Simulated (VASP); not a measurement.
These are PBE GGA, VASP's PBE PAW potentials (set 64) (plane waves; VASP) values and carry that method's errors.

The input files of a VASP run:

INCAR:
```
SYSTEM = RuSe
PREC = Accurate
ENCUT = 400
EDIFF = 1E-6
NELM = 100
ALGO = Normal
LREAL = .FALSE.
LASPH = .TRUE.
ISMEAR = 1
SIGMA = 0.1
GGA = PE
LMAXMIX = 4
LWAVE = .FALSE.
LCHARG = .FALSE.
IBRION = 2
ISIF = 3
NSW = 60
EDIFFG = -0.01
```

File POSCAR:
```
RuSe
1
    0.0000000000     2.7528497974     2.7528497974
    2.7528497974    -0.0000000000     2.7528497974
    2.7528497974     2.7528497974    -0.0000000000
Ru Se
1 1
Direct
  0.0000000000   1.0000000000   0.0000000000
  0.2500000000   0.2500000000   0.2500000000
```

### KPOINTS
```
Automatic mesh
0
Gamma
10 10 10
0 0 0
```

POTCAR, in this order: Ru_pv Se (PBE.64 set). Program: vasp_std.

What VASP printed:

OUTCAR:
```
 ion  position               nearest neighbor table
   1  0.000  0.000  0.000-   2 2.38   2 2.38   2 2.38   2 2.38
   2  0.250  0.250  0.250-   1 2.38   1 2.38   1 2.38   1 2.38
  LATTYP: Found a face centered cubic cell.
 ALAT       =     5.5056995948
 Subroutine PRICEL returns:
 Original cell was already a primitive cell.
 Subroutine GETGRP returns: Found 24 space group operations
The static configuration has the point symmetry T_d .
The dynamic configuration has the point symmetry T_d .
 Subroutine INISYM returns: Found 24 space group operations
 Subroutine IBZKPT returns following result:
 Found     47 irreducible k-points:

 Following reciprocal coordinates:
            Coordinates               Weight
  0.000000  0.000000  0.000000      1.000000
  0.100000  0.000000  0.000000      8.000000
  0.200000  0.000000  0.000000      8.000000
  0.300000  0.000000  0.000000      8.000000
  0.400000  0.000000  0.000000      8.000000
  0.500000  0.000000  0.000000      4.000000
  0.100000  0.100000  0.000000      6.000000
  0.200000  0.100000  0.000000     24.000000
  0.300000  0.100000  0.000000     24.000000
...
```

**OSZICAR**
```
       N       E                     dE             d eps       ncg     rms          rms(c)
DAV:   1     0.106667577652E+03    0.10667E+03   -0.10073E+04  1538   0.108E+03
DAV:   2    -0.980451690937E+01   -0.11647E+03   -0.11415E+03  1556   0.292E+02
DAV:   3    -0.125941953379E+02   -0.27897E+01   -0.27772E+01  1574   0.462E+01
DAV:   4    -0.126206221801E+02   -0.26427E-01   -0.26423E-01  1756   0.430E+00
DAV:   5    -0.126210592706E+02   -0.43709E-03   -0.43709E-03  1622   0.455E-01    0.111E+01
DAV:   6    -0.124750987323E+02    0.14596E+00   -0.11967E+00  1346   0.110E+01    0.488E+00
DAV:   7    -0.124330178382E+02    0.42081E-01   -0.24162E-01  1340   0.511E+00    0.368E+00
DAV:   8    -0.124212041497E+02    0.11814E-01   -0.31517E-02  1550   0.201E+00    0.203E-01
DAV:   9    -0.124212807059E+02   -0.76556E-04   -0.84613E-04  1604   0.235E-01    0.129E-01
DAV:  10    -0.124214139309E+02   -0.13322E-03   -0.15166E-04  1502   0.946E-02    0.245E-02
DAV:  11    -0.124214244584E+02   -0.10527E-04   -0.12315E-05  1616   0.269E-02    0.617E-03
DAV:  12    -0.124214253278E+02   -0.86939E-06   -0.26490E-06  1516   0.126E-02
   1 F= -.12421425E+02 E0= -.12421214E+02  d E =-.124214E+02
       N       E                     dE             d eps       ncg     rms          rms(c)
DAV:   1    -0.124363271150E+02   -0.14903E-01   -0.25739E-01  1316   0.608E+00    0.959E-01
DAV:   2    -0.124243054763E+02    0.12022E-01   -0.98835E-02  1316   0.327E+00    0.355E-01
DAV:   3    -0.124214642822E+02    0.28412E-02   -0.83542E-03  1316   0.951E-01    0.985E-02
DAV:   4    -0.124213251724E+02    0.13911E-03   -0.13847E-03  1370   0.277E-01    0.447E-02
DAV:   5    -0.124213441066E+02   -0.18934E-04   -0.49966E-05  1646   0.525E-02    0.224E-02
DAV:   6    -0.124213498067E+02   -0.57001E-05   -0.18338E-05  1574   0.317E-02    0.300E-03
DAV:   7    -0.124213495624E+02    0.24436E-06   -0.72567E-07  1252   0.825E-03
   2 F= -.12421350E+02 E0= -.12421156E+02  d E =0.757654E-04
       N       E                     dE             d eps       ncg     rms          rms(c)
DAV:   1    -0.124261422585E+02   -0.47925E-02   -0.78196E-02  1316   0.336E+00    0.521E-01
DAV:   2    -0.124225339777E+02    0.36083E-02   -0.30648E-02  1316   0.183E+00    0.197E-01
DAV:   3    -0.124216117460E+02    0.92223E-03   -0.26302E-03  1316   0.532E-01    0.565E-02
DAV:   4    -0.124215595470E+02    0.52199E-04   -0.42962E-04  1346   0.150E-01    0.244E-02
DAV:   5    -0.124215608798E+02   -0.13328E-05   -0.17654E-05  1670   0.315E-02    0.135E-02
DAV:   6    -0.124215595803E+02    0.12995E-05   -0.66962E-06  1550   0.201E-02    0.182E-03
DAV:   7    -0.124215597043E+02   -0.12397E-06   -0.31815E-07   838   0.613E-03
   3 F= -.12421560E+02 E0= -.12421357E+02  d E =-.134377E-03
```

**OUTCAR**
```
------------------------ aborting loop because EDIFF is reached ----------------------------------------
  FORCE on cell =-STRESS in cart. coord.  units (eV):
  Direction    XX          YY          ZZ          XY          YZ          ZX
  --------------------------------------------------------------------------------------
  Total        0.0005563      0.0005563      0.0005563      0.0000000      0.0000000      0.0000000
  in kB        0.0214264      0.0214264      0.0214264      0.0000000      0.0000000      0.0000000
  external PRESSURE =       0.0214264 kB  Pullay stress =       0.0000000 kB
  volume of cell :       41.60
      direct lattice vectors                 reciprocal lattice vectors
    -0.000000000  2.750145839  2.750145839    -0.181808540  0.181808540  0.181808540
     2.750145839  0.000000000  2.750145839     0.181808540 -0.181808540  0.181808540
     2.750145839  2.750145839  0.000000000     0.181808540  0.181808540 -0.181808540
 POSITION                                       TOTAL-FORCE (eV/Angst)
 -----------------------------------------------------------------------------------
      0.00000      0.00000      0.00000         0.000000      0.000000      0.000000
      1.37507      1.37507      1.37507        -0.000000     -0.000000     -0.000000
 -----------------------------------------------------------------------------------
    total drift:                               -0.000000     -0.000000     -0.000000
  FREE ENERGIE OF THE ION-ELECTRON SYSTEM (eV)
  ---------------------------------------------------
  free  energy   TOTEN  =       -12.4215597043 eV

  energy  without entropy=      -12.4209505207  energy(sigma->0) =      -12.42135664

 reached required accuracy - stopping structural energy minimisation
```
(Selected blocks of OUTCAR.)

**CONTCAR**
```
RuSe
   1.00000000000000
    -0.0000000000000000    2.7501458387741726    2.7501458387741726
     2.7501458387741726    0.0000000000000000    2.7501458387741726
     2.7501458387741726    2.7501458387741726    0.0000000000000000
  Ru              Se
     1     1
Direct
     0.0000000000000000    0.0000000000000000    0.0000000000000000
     0.2500000000000000    0.2500000000000000    0.2500000000000000
```

The structure was generated: RuSe was put into the zinc blende type (F-43m), which need not be its known phase. This run relaxes it. Symmetry was kept, so distortions that lower it aren't found. The start is the result of an earlier pass.
